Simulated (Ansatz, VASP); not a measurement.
# GaAs in two plane-wave programs, part 4 of 4

Wanted: the spread between two codes on one cell, functional and k mesh. The cell is taken from a series of runs on this material, whose earlier steps may have relaxed, scaled, displaced or heated it; both programs get it as it stands.

VASP 6.6.1 and Ansatz 0.2.0.

So far. Step 8 (VASP: single point, r2SCAN, spin-orbit coupling, pair 3): The run ends at a pressure of 5.29 GPa.

### 9. Ansatz: single point, r2SCAN, spin-orbit coupling, pair 3

Level of this step: Ansatz beside VASP: Kohn-Sham DFT, plane waves, r2SCAN, spin-orbit coupling (Ansatz).

The same cell, functional, mesh and smearing now go to Ansatz, which takes its cutoff from its data sets.

The cell is taken from a series of runs on this material, whose earlier steps may have relaxed, scaled, displaced or heated it; both programs get it as it stands.

The input, input.yaml:

```yaml
crystal:
  lattice:
    - [0.0, 2.7746543963, 2.7746543963]
    - [2.7746543963, 0.0, 2.7746543963]
    - [2.7746543963, 2.7746543963, 0.0]
  atoms:
    - { symbol: Ga, position: [0.0, 0.0, 0.0] }
    - { symbol: As, position: [0.75, 0.75, 0.75] }
kpoints:
  mp_grid: { grid: [6, 6, 6] }
hamiltonian:
  xc: r2scan
  pseudopotentials: { kind: paw_fr, azcp: { folder: soft_1 } }
scf:
  occupations: { method: gaussian, width: 0.01 }
  n_extra_bands: 16
output:
  eigenvalues: true
  eigenstates:
    kpoints:
      - [0.0, 0.0, 0.0]
      - [0.0, 0.0035328, 0.0035328]
      - [0.0035328, 0.0, 0.0035328]
      - [0.0035328, 0.0035328, 0.0]
      - [0.002498067, 0.002498067, 0.004996133]
      - [-0.002498067, 0.002498067, 0.0]
      - [0.002498067, 0.004996133, 0.002498067]
      - [-0.002498067, 0.0, 0.002498067]
      - [0.004996133, 0.002498067, 0.002498067]
      - [0.0, -0.002498067, 0.002498067]
      - [0.004079326, 0.004079326, 0.004079326]
      - [0.0, 0.0, 0.004079326]
      - [0.0, 0.004079326, 0.0]
      - [0.004079326, 0.0, 0.0]
      - [0.0, -0.0035328, -0.0035328]
      - [-0.0035328, 0.0, -0.0035328]
      - [-0.0035328, -0.0035328, 0.0]
      - [-0.002498067, -0.002498067, -0.004996133]
      - [0.002498067, -0.002498067, 0.0]
      - [-0.002498067, -0.004996133, -0.002498067]
      - [0.002498067, 0.0, -0.002498067]
      - [-0.004996133, -0.002498067, -0.002498067]
      - [0.0, 0.002498067, -0.002498067]
      - [-0.004079326, -0.004079326, -0.004079326]
      - [0.0, 0.0, -0.004079326]
      - [0.0, -0.004079326, 0.0]
      - [-0.004079326, 0.0, 0.0]
      - [0.0, 0.013247999, 0.013247999]
      - [0.013247999, 0.0, 0.013247999]
      - [0.013247999, 0.013247999, 0.0]
      - [0.00936775, 0.00936775, 0.0187355]
      - [-0.00936775, 0.00936775, 0.0]
      - [0.00936775, 0.0187355, 0.00936775]
      - [-0.00936775, 0.0, 0.00936775]
      - [0.0187355, 0.00936775, 0.00936775]
      - [0.0, -0.00936775, 0.00936775]
      - [0.015297471, 0.015297471, 0.015297471]
      - [0.0, 0.0, 0.015297471]
      - [0.0, 0.015297471, 0.0]
      - [0.015297471, 0.0, 0.0]
      - [0.0, -0.013247999, -0.013247999]
      - [-0.013247999, 0.0, -0.013247999]
      - [-0.013247999, -0.013247999, 0.0]
      - [-0.00936775, -0.00936775, -0.0187355]
      - [0.00936775, -0.00936775, 0.0]
      - [-0.00936775, -0.0187355, -0.00936775]
      - [0.00936775, 0.0, -0.00936775]
      - [-0.0187355, -0.00936775, -0.00936775]
      - [0.0, 0.00936775, -0.00936775]
      - [-0.015297471, -0.015297471, -0.015297471]
      - [0.0, 0.0, -0.015297471]
      - [0.0, -0.015297471, 0.0]
      - [-0.015297471, 0.0, 0.0]
      - [0.0, 0.5, 0.0]
      - [0.0, 0.5035328, 0.0035328]
      - [0.0035328, 0.5, 0.0035328]
      - [0.0035328, 0.5035328, 0.0]
      - [0.002498067, 0.502498067, 0.004996133]
      - [-0.002498067, 0.502498067, 0.0]
      - [0.002498067, 0.504996133, 0.002498067]
      - [-0.002498067, 0.5, 0.002498067]
      - [0.004996133, 0.502498067, 0.002498067]
      - [0.0, 0.497501933, 0.002498067]
      - [0.004079326, 0.504079326, 0.004079326]
      - [0.0, 0.5, 0.004079326]
      - [0.0, 0.504079326, 0.0]
      - [0.004079326, 0.5, 0.0]
      - [0.0, 0.4964672, -0.0035328]
      - [-0.0035328, 0.5, -0.0035328]
      - [-0.0035328, 0.4964672, 0.0]
      - [-0.002498067, 0.497501933, -0.004996133]
      - [0.002498067, 0.497501933, 0.0]
      - [-0.002498067, 0.495003867, -0.002498067]
      - [0.002498067, 0.5, -0.002498067]
      - [-0.004996133, 0.497501933, -0.002498067]
      - [0.0, 0.502498067, -0.002498067]
      - [-0.004079326, 0.495920674, -0.004079326]
      - [0.0, 0.5, -0.004079326]
      - [0.0, 0.495920674, 0.0]
      - [-0.004079326, 0.5, 0.0]
      - [0.0, 0.513247999, 0.013247999]
      - [0.013247999, 0.5, 0.013247999]
      - [0.013247999, 0.513247999, 0.0]
      - [0.00936775, 0.50936775, 0.0187355]
      - [-0.00936775, 0.50936775, 0.0]
      - [0.00936775, 0.5187355, 0.00936775]
      - [-0.00936775, 0.5, 0.00936775]
      - [0.0187355, 0.50936775, 0.00936775]
      - [0.0, 0.49063225, 0.00936775]
      - [0.015297471, 0.515297471, 0.015297471]
      - [0.0, 0.5, 0.015297471]
      - [0.0, 0.515297471, 0.0]
      - [0.015297471, 0.5, 0.0]
      - [0.0, 0.486752001, -0.013247999]
      - [-0.013247999, 0.5, -0.013247999]
      - [-0.013247999, 0.486752001, 0.0]
      - [-0.00936775, 0.49063225, -0.0187355]
      - [0.00936775, 0.49063225, 0.0]
      - [-0.00936775, 0.4812645, -0.00936775]
      - [0.00936775, 0.5, -0.00936775]
      - [-0.0187355, 0.49063225, -0.00936775]
      - [0.0, 0.50936775, -0.00936775]
      - [-0.015297471, 0.484702529, -0.015297471]
      - [0.0, 0.5, -0.015297471]
      - [0.0, 0.484702529, 0.0]
      - [-0.015297471, 0.5, 0.0]
      - [0.0, 0.0, 0.0]
      - [0.0, 0.0035328, 0.0035328]
      - [0.0035328, 0.0, 0.0035328]
      - [0.0035328, 0.0035328, 0.0]
      - [0.002498067, 0.002498067, 0.004996133]
      - [-0.002498067, 0.002498067, 0.0]
      - [0.002498067, 0.004996133, 0.002498067]
      - [-0.002498067, 0.0, 0.002498067]
      - [0.004996133, 0.002498067, 0.002498067]
      - [0.0, -0.002498067, 0.002498067]
      - [0.004079326, 0.004079326, 0.004079326]
      - [0.0, 0.0, 0.004079326]
      - [0.0, 0.004079326, 0.0]
      - [0.004079326, 0.0, 0.0]
      - [0.0, -0.0035328, -0.0035328]
      - [-0.0035328, 0.0, -0.0035328]
      - [-0.0035328, -0.0035328, 0.0]
      - [-0.002498067, -0.002498067, -0.004996133]
      - [0.002498067, -0.002498067, 0.0]
      - [-0.002498067, -0.004996133, -0.002498067]
      - [0.002498067, 0.0, -0.002498067]
      - [-0.004996133, -0.002498067, -0.002498067]
      - [0.0, 0.002498067, -0.002498067]
      - [-0.004079326, -0.004079326, -0.004079326]
      - [0.0, 0.0, -0.004079326]
      - [0.0, -0.004079326, 0.0]
      - [-0.004079326, 0.0, 0.0]
      - [0.0, 0.013247999, 0.013247999]
      - [0.013247999, 0.0, 0.013247999]
      - [0.013247999, 0.013247999, 0.0]
      - [0.00936775, 0.00936775, 0.0187355]
      - [-0.00936775, 0.00936775, 0.0]
      - [0.00936775, 0.0187355, 0.00936775]
      - [-0.00936775, 0.0, 0.00936775]
      - [0.0187355, 0.00936775, 0.00936775]
      - [0.0, -0.00936775, 0.00936775]
      - [0.015297471, 0.015297471, 0.015297471]
      - [0.0, 0.0, 0.015297471]
      - [0.0, 0.015297471, 0.0]
      - [0.015297471, 0.0, 0.0]
      - [0.0, -0.013247999, -0.013247999]
      - [-0.013247999, 0.0, -0.013247999]
      - [-0.013247999, -0.013247999, 0.0]
      - [-0.00936775, -0.00936775, -0.0187355]
      - [0.00936775, -0.00936775, 0.0]
      - [-0.00936775, -0.0187355, -0.00936775]
      - [0.00936775, 0.0, -0.00936775]
      - [-0.0187355, -0.00936775, -0.00936775]
      - [0.0, 0.00936775, -0.00936775]
      - [-0.015297471, -0.015297471, -0.015297471]
      - [0.0, 0.0, -0.015297471]
      - [0.0, -0.015297471, 0.0]
      - [-0.015297471, 0.0, 0.0]
      - [0.0, 0.431671597, 0.431671597]
      - [0.0, 0.435204397, 0.435204397]
      - [0.0035328, 0.431671597, 0.435204397]
      - [0.0035328, 0.435204397, 0.431671597]
      - [0.002498067, 0.434169664, 0.43666773]
      - [-0.002498067, 0.434169664, 0.431671597]
      - [0.002498067, 0.43666773, 0.434169664]
      - [-0.002498067, 0.431671597, 0.434169664]
      - [0.004996133, 0.434169664, 0.434169664]
      - [0.0, 0.42917353, 0.434169664]
      - [0.004079326, 0.435750923, 0.435750923]
      - [0.0, 0.431671597, 0.435750923]
      - [0.0, 0.435750923, 0.431671597]
      - [0.004079326, 0.431671597, 0.431671597]
      - [0.0, 0.428138797, 0.428138797]
      - [-0.0035328, 0.431671597, 0.428138797]
      - [-0.0035328, 0.428138797, 0.431671597]
      - [-0.002498067, 0.42917353, 0.426675464]
      - [0.002498067, 0.42917353, 0.431671597]
      - [-0.002498067, 0.426675464, 0.42917353]
      - [0.002498067, 0.431671597, 0.42917353]
      - [-0.004996133, 0.42917353, 0.42917353]
      - [0.0, 0.434169664, 0.42917353]
      - [-0.004079326, 0.427592271, 0.427592271]
      - [0.0, 0.431671597, 0.427592271]
      - [0.0, 0.427592271, 0.431671597]
      - [-0.004079326, 0.431671597, 0.431671597]
      - [0.0, 0.444919596, 0.444919596]
      - [0.013247999, 0.431671597, 0.444919596]
      - [0.013247999, 0.444919596, 0.431671597]
      - [0.00936775, 0.441039347, 0.450407097]
      - [-0.00936775, 0.441039347, 0.431671597]
      - [0.00936775, 0.450407097, 0.441039347]
      - [-0.00936775, 0.431671597, 0.441039347]
      - [0.0187355, 0.441039347, 0.441039347]
      - [0.0, 0.422303847, 0.441039347]
      - [0.015297471, 0.446969068, 0.446969068]
      - [0.0, 0.431671597, 0.446969068]
      - [0.0, 0.446969068, 0.431671597]
      - [0.015297471, 0.431671597, 0.431671597]
      - [0.0, 0.418423598, 0.418423598]
      - [-0.013247999, 0.431671597, 0.418423598]
      - [-0.013247999, 0.418423598, 0.431671597]
      - [-0.00936775, 0.422303847, 0.412936097]
      - [0.00936775, 0.422303847, 0.431671597]
      - [-0.00936775, 0.412936097, 0.422303847]
      - [0.00936775, 0.431671597, 0.422303847]
      - [-0.0187355, 0.422303847, 0.422303847]
      - [0.0, 0.441039347, 0.422303847]
      - [-0.015297471, 0.416374126, 0.416374126]
      - [0.0, 0.431671597, 0.416374126]
      - [0.0, 0.416374126, 0.431671597]
      - [-0.015297471, 0.431671597, 0.431671597]
magnetization:
  noncollinear: true
  spin_orbit: true
checkpoint:
  read: start.run
  write: ck
  compress: false
  write_wavefunctions: false
  write_every: 100000
```

Launch:

```bash
ansatz run input.yaml --threads 4 --pin off --max-ram 9216MiB --backend cpu --events-out ev --progress --plain --runs-dir out
```

Numbers of over 12 decimals in the logs are rounded to 6 here.

The program printed:

```text
[...]
Crystal: 2 atoms, lattice volume = 42.723 Å³
Basis set: ecut = 500 eV, 1067 PW (Γ), exchange–correlation on 120×120×120 points (64 copies of the dense FFT grid, shifted against one another)
Bands: 44, of which v1, the nominal top of the filled ones, is band 28 counted from 1 (27 counted from 0)
Symmetry: 24 space group operations + 24 with time reversal
[...]
k-point 0: bands = [... 24 lower, 8.5633, 8.5633, 8.5633, 8.5633, 9.9336, 9.9336, 12.3901, 12.3901, ... 12 higher]
  k-point 1: bands = [... 24 lower, 7.9195, 7.9195, 8.1301, 8.1339, 10.7410, 10.7410, 13.0583, 13.0583, ... 12 higher]
  k-point 2: bands = [... 24 lower, 7.3116, 7.3116, 7.5177, 7.5209, 10.2366, 10.2366, 13.5023, 13.5023, ... 12 higher]
  k-point 15: bands = [... 24 lower, 4.6817, 4.7886, 4.8841, 4.9209, 12.0494, 12.0840, 12.3242, 12.3997, ... 12 higher]
[key lines of the parts left out:]
SCF converged after 3 iterations
Magnetization: |M| = 0.0000 μB,  M = (+0.0000, +0.0000, +0.0000) μB
Free energy (F): -8650.233823 eV
Fermi energy:    9.248444 eV
```

### 10. Side by side

What differs besides the data sets and the points named for the pairs above, as far as they apply: the data sets hold 28 valence electrons in Ansatz (on its PAW fully relativistic soft_1 files) and 18 in VASP. Total energies have different zeros and are not compared.

Both answers:

```tsv
quantity	Ansatz	VASP	difference
gap on the k mesh (eV)	1.370	1.344	+0.026
```

A gap on the mesh is an upper bound, since the band edges may lie between its points.

### 11. Results

```json
{"difference in gap on the k mesh (single point, r2SCAN, spin-orbit coupling, pair 1)": "0.013 eV", "difference in gap on the k mesh (single point, r2SCAN, spin-orbit coupling, pair 2)": "0.012 eV", "difference in gap on the k mesh (single point, r2SCAN, spin-orbit coupling, pair 3)": "0.026 eV"}
```

In words: The difference in gap on the k mesh is 0.026 eV (single point, r2SCAN, spin-orbit coupling, pair 3), within the 0.08 eV picked in this series as the mark of a large difference. The data sets hold unlike numbers of valence electrons (28 in Ansatz and 18 in VASP), so part of the differences comes from the potentials. 5 further runs of this series are not shown here. How closely two codes agree says nothing of how well the functional describes the real material.

[Lines on the potential files, build, host, timing and source positions are cut from VASP's logs without a mark.]

[Logs are printed without paths, hosts, clocks, repeated set-up lines and the standing remarks that a program may print on its own settings, such as how far it seeks lower states.]

[Hosts, paths, dates, database ids (printed as entryN), source tags and the programs' standing remarks are cut or masked in the printed files.]
